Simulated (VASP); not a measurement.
Here is a VASP 6.6.1 calculation.

Contents of POSCAR:

```
BP
1.0
    0.0000000000      2.2605400000      2.2605400000
    2.2605400000      0.0000000000      2.2605400000
    2.2605400000      2.2605400000      0.0000000000
B P
1 1
Direct
    0.0000000000      0.0000000000      0.0000000000
    0.7500000000      0.7500000000      0.7500000000
```

File INCAR.step1:

```
SYSTEM = BP
  ALGO = Normal
  EDIFF = 1E-5
  ENCUT = 520
  GGA = PE
  ISIF = 2
  ISMEAR = 0
  LASPH = .True.
  LREAL = .False.
  LWAVE = .True.
  NELM = 80
  PREC = Accurate
  SIGMA = 0.02
```

Contents of INCAR.step2:

```
SYSTEM = BP
  ALGO = Normal
  EDIFF = 1E-7
  ENCUT = 520
  GGA = PE
  HFSCREEN = 0.2
  ISIF = 2
  ISMEAR = 0
  ISTART = 1
  LASPH = .True.
  LCHARG = .True.
  LELF = .True.
  LHFCALC = .True.
  LREAL = .False.
  LVHAR = .True.
  LWAVE = .False.
  NELM = 80
  PREC = Accurate
  PRECFOCK = Fast
  SIGMA = 0.02
```

KPOINTS

```
k-points
0
Gamma
  6 6 6
  0 0 0
```

Potentials or basis: VASP PAW PBE potentials, release 64 (B, P).

The run is started by

```console
$ cat potpaw_PBE.64/B/POTCAR potpaw_PBE.64/P/POTCAR > POTCAR
$ cp INCAR.step1 INCAR
$ mpirun -np 1 vasp_std > vasp.out
$ cp INCAR.step2 INCAR
$ mpirun -np 1 vasp_std > vasp.out
```

Task: What does it give for the band gap on the k mesh?

Result: 2.06 eV, indirect (least direct gap 4.37 eV).

Task: Estimate the pressure.

Result: -0.1 GPa.

Caveat: the PAW data sets were made with another functional, which shifts forces and pressure a little. A k mesh can miss the band edges.
